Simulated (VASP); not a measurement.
Input:

```xyz
5
Lattice="6.1918 0.0000 0.0000 0.0000 6.1918 0.0000 0.0000 0.0000 6.1918" Properties=species:S:1:pos:R:3 pbc="T T T"
Cs     0.0000     0.0000     0.0000
Sn     3.0959     3.0959     3.0959
I      3.0959     0.0000     3.0959
I      0.0000     3.0959     3.0959
I      3.0959     3.0959     0.0000
```

Level of theory: optB86b-vdW, VASP's PBE PAW potentials (set 64) (plane waves; VASP). Settings: 520 eV cut-off, Gaussian smearing of 0.050 eV, potentials Cs_sv Sn_d I.

Unless said otherwise, spin-orbit coupling is left out, though it shifts the bands of the heavy elements here.

Give the energies of bands 13 to 25 at the high-symmetry points, in eV from the valence-band maximum.

```
band      Γ      X      M      R
----  -----  -----  -----  -----
13    -6.30  -7.18  -7.90  -8.57
14    -4.72  -4.61  -4.45  -3.30
15    -4.72  -4.61  -3.48  -3.30
16    -4.72  -3.10  -2.72  -3.30
17    -2.34  -2.58  -2.72  -2.50
18    -2.34  -2.58  -2.66  -2.50
19    -2.34  -2.51  -2.66  -1.73
20    -2.17  -2.30  -2.51  -1.73
21    -2.17  -2.30  -1.74  -1.73
22    -2.17  -1.56  -0.78   0.00
23     2.09   1.08   0.77   0.32
24     3.01   3.67   0.77   0.32
25     3.01   3.84   4.01   0.32
```

The gap is direct, 0.32 eV, from the valence maximum at R to the conduction minimum at R.

The compound is CsSnI3 in the cubic perovskite structure, the ideal cubic form; the compound distorts at low or room temperature. It was relaxed first.
